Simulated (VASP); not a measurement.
VASP input:

**POSCAR**
```
Be
2.3164170
  1.0000000000   0.0000000000   0.0000000000
 -0.4999997841   1.8001305464   0.0000000000
  0.0000000000   0.0000000000  10.3738661908
Be
12
Cart
  0.0000006272   1.0606315176   3.0219072214
  0.5000001935   1.6135002119   3.6404904885
  0.5000005772   0.6439949029   3.7641780950
  0.0000001435   1.1968635972   4.3827613621
  0.0000005273   0.2273582881   4.5064904642
  0.5000000936   0.7802269825   5.1250737313
  0.0000001932   1.6108540200   5.2487924595
  0.0000000436   0.3635903678   5.8673757266
  0.5000001432   1.1942174053   5.9910633332
  0.0000002095   1.7470842995   6.6096466002
  0.0000000932   0.7775807906   6.7333757023
  0.5000001595   1.3304476848   7.3519589694
```

**INCAR**
```
SYSTEM  =  Be
PREC  =  Accurate; ENCUT  =  300; LREAL  =  .FALSE.
LASPH  =  .TRUE.
EDIFF  =  1E-03; NELM  =  100; ALGO  =  Normal
ISMEAR  =  1; SIGMA  =  0.272
ISIF  =  2
LWAVE  =  .FALSE.; LCHARG  =  .FALSE.
```

KPOINTS:
```
Automatic mesh
0
Gamma
4 4 1
0 0 0
```

POTCAR, in this order: Be (LDA.64 set). Program: vasp_std.

Q: Write an equivalent input for Ansatz.

A: One equivalent input (not run):
Ansatz 0.2 input:
```yaml
crystal:
  lattice:
    - [2.3164170, 0.0000000, 0.0000000]
    - [-1.1582080, 4.1698530, 0.0000000]
    - [0.0000000, 0.0000000, 24.0302000]
  atoms:
    - { symbol: Be, position: [0.2945990, 0.5891970, 0.2913000] }
    - { symbol: Be, position: [0.9481620, 0.8963240, 0.3509290] }
    - { symbol: Be, position: [0.6788750, 0.3577490, 0.3628520] }
    - { symbol: Be, position: [0.3324380, 0.6648760, 0.4224810] }
    - { symbol: Be, position: [0.0631510, 0.1263010, 0.4344080] }
    - { symbol: Be, position: [0.7167140, 0.4334280, 0.4940370] }
    - { symbol: Be, position: [0.4474270, 0.8948540, 0.5059630] }
    - { symbol: Be, position: [0.1009900, 0.2019800, 0.5655920] }
    - { symbol: Be, position: [0.8317030, 0.6634060, 0.5775150] }
    - { symbol: Be, position: [0.4852660, 0.9705320, 0.6371440] }
    - { symbol: Be, position: [0.2159790, 0.4319580, 0.6490710] }
    - { symbol: Be, position: [0.8695420, 0.7390840, 0.7087000] }
kpoints:
  mp_grid: { grid: [4, 4, 1] }
hamiltonian:
  xc: lda
  pseudopotentials: { kind: paw }
scf:
  occupations: { method: methfessel_paxton, width: 0.272 }
  max_iter: 100
output: { forces: true, stress: true, eigenvalues: true }
```
The two are equivalent in intent, not identical: each code has its own PAW files, so the cut-off isn't converted (ENCUT is set for VASP's; basis.ecutwfc is left out, and Ansatz then takes the one that its files recommend); Ansatz stops its SCF on the density residual and VASP on the energy change (EDIFF); Ansatz's lda is the Perdew-Wang form, while the LDA potentials of VASP carry Perdew-Zunger's.

The cell is a sheet with vacuum, built from a database entry that may be metastable or hypothetical.
